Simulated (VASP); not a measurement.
Ca3ZrN3: relaxation of cell and atoms with PBE

Crystal: Ca3ZrN3.

```
Ca Zr N
1.0
     4.27106    0.00000    0.00000
    -2.13553    3.69885    0.00000
     0.00000    0.00000    8.11290
Ca Zr N
3 1 3
Direct
  0.00000 0.00000 0.32922
  0.00000 0.00000 0.67078
  0.00000 0.00000 0.00000
  0.66667 0.33333 0.00000
  0.66667 0.33333 0.50000
  0.33333 0.66667 0.18883
  0.33333 0.66667 0.81117
```

The cell was built by a generator and needn't be a form met in nature.

| Property | Result |
| --- | --- |
| Program | VASP 6.6.1 |
| Task | relaxation of cell and atoms |
| Functional | PBE |
| Potentials or basis | VASP PAW PBE potentials, release 64 (Ca_sv, Zr_sv, N) |
| Cutoff | 520 eV |
| k mesh | 4 × 4 × 2 |
| Occupations | gaussian, width 0.15 eV |
| Spin | no spin polarisation |
| Further INCAR settings | PREC = Normal; ALGO = Fast; EDIFF = 0.0001; IBRION = 2; EDIFFG = -0.08; NSW = 24; ISIF = 3 |

| Item | Value |
| --- | --- |
| Relaxed volume | 16.99 Å³/atom |
| Relaxed cell | a = 3.858 Å, b = 3.858 Å, c = 9.225 Å, α = 90.00°, β = 90.00°, γ = 120.00° |
| Space group after relaxing (to 0.05 Å) | P-6m2 (No. 187) |
| Energy gained by relaxing | 450.7 meV/atom |
| Ionic steps | 9 |
| Pressure after relaxing | -0.1 GPa |
| Largest force after relaxing | 0.034 eV/Å |
| Band gap on the k mesh | none (metal or under the smearing width) |

Forces in eV/Å, atoms in the order of the input:
```
Ca   0.000  0.000 -0.020
Ca   0.000  0.000  0.020
Ca   0.000  0.000  0.000
Zr   0.000  0.000  0.000
N    0.000  0.000  0.000
N    0.000  0.000 -0.034
N    0.000  0.000  0.034
```

Stress tensor (GPa, compression positive):
```
-0.23  0.00  0.00
 0.00 -0.23  0.00
 0.00  0.00  0.08
```

Step by step:
| step | energy change (eV) | largest force (eV/Å) | pressure (GPa) | volume (Å³) |
| --- | --- | --- | --- | --- |
| 1 | 0.0000 | 1.8397 | -7.93 | 128.17 |
| 2 | -2.1657 | 2.2608 | 1.65 | 111.31 |
| 3 | -2.2247 | 2.3240 | 5.10 | 108.21 |
| 4 | -2.8774 | 1.3751 | 2.65 | 112.36 |
| 5 | -3.1179 | 0.3832 | 1.59 | 116.20 |
| 6 | -3.1243 | 0.4388 | 1.54 | 116.87 |
| 7 | -3.1443 | 0.1459 | -1.17 | 120.16 |
| 8 | -3.1474 | 0.2193 | -0.59 | 119.28 |
| 9 | -3.1549 | 0.0343 | -0.12 | 118.92 |

Final structure:
```yaml
crystal:
  lattice:
    - [3.85803, 0.00000, 0.00000]
    - [-1.92902, 3.34115, 0.00000]
    - [0.00000, 0.00000, 9.22535]
  atoms:
    - { symbol: Ca, position: [0.00000, 0.00000, 0.34791] }
    - { symbol: Ca, position: [0.00000, 0.00000, 0.65209] }
    - { symbol: Ca, position: [0.00000, 0.00000, 0.00000] }
    - { symbol: Zr, position: [0.66667, 0.33333, 0.00000] }
    - { symbol: N, position: [0.66667, 0.33333, 0.50000] }
    - { symbol: N, position: [0.33333, 0.66667, 0.14158] }
    - { symbol: N, position: [0.33333, 0.66667, 0.85842] }
```

Levels at points of the mesh, in eV from the Fermi level:
```tsv
k point	band 24	band 25	band 26	band 27	band 28	band 29	band 30	band 31	band 32	band 33
(0.00, 0.00, 0.00)	-2.23	-1.84	-0.20	-0.20	-0.06	-0.06	0.14	0.45	2.58	3.27
(0.50, 0.00, 0.00)	-2.91	-1.25	-1.06	-0.38	-0.23	0.31	0.75	0.98	1.68	2.12
(0.00, 0.00, 0.50)	-2.24	-1.02	-0.90	-0.25	-0.25	0.01	0.01	0.52	3.04	3.29
(0.50, 0.00, 0.50)	-2.95	-1.48	-0.76	-0.45	-0.21	0.30	0.73	1.08	1.59	2.56
```

It took 44 s on 4 MPI ranks on Intel(R) Xeon(R) 6975P-C (Granite Rapids) (shared host), peak memory 0.19 GiB a rank.

Caveat: the k mesh is coarse (spacing up to 0.42 Å⁻¹), so the values aren't converged; the relaxation stopped at a loose force limit of 0.08 eV/Å, so its end isn't a converged minimum.
